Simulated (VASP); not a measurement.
Here is the system:

```
CELL_PARAMETERS angstrom
      1.78670    -3.09466     0.00000
      1.78670     3.09466     0.00000
      0.00000     0.00000     6.13965
ATOMIC_POSITIONS crystal
  Pt 0.00000 0.00000 0.00000
  S  0.33333 0.66667 0.19959
  S  0.66667 0.33333 0.80041
```

These are PBE GGA, VASP's PBE PAW potentials (set 64) (plane waves; VASP) values and carry that method's errors. Settings: 400 eV cut-off, 10×10×5 Γ-centred mesh, Gaussian smearing of 0.010 eV, potentials Pt S.

The dielectric response may not be converged in the k-mesh; for small gaps it tends to come out too large.

**Question.** The job: PtS2 (1T layered), 3 atoms, PBE, DFPT for ε, Born charges and Γ modes, 400 eV, 10×10×5 Γ-centred mesh. Roughly how much core time does it take on a busy server core?

**Answer.** About 6 core-minutes (one run on a shared machine, a rough figure). It had 58 irreducible k-points, 15 bands, up to 1275 plane waves and 196 electronic steps.

The compound is PtS2 in the 1T layered structure. It was relaxed first, which changed the volume by +24 %.
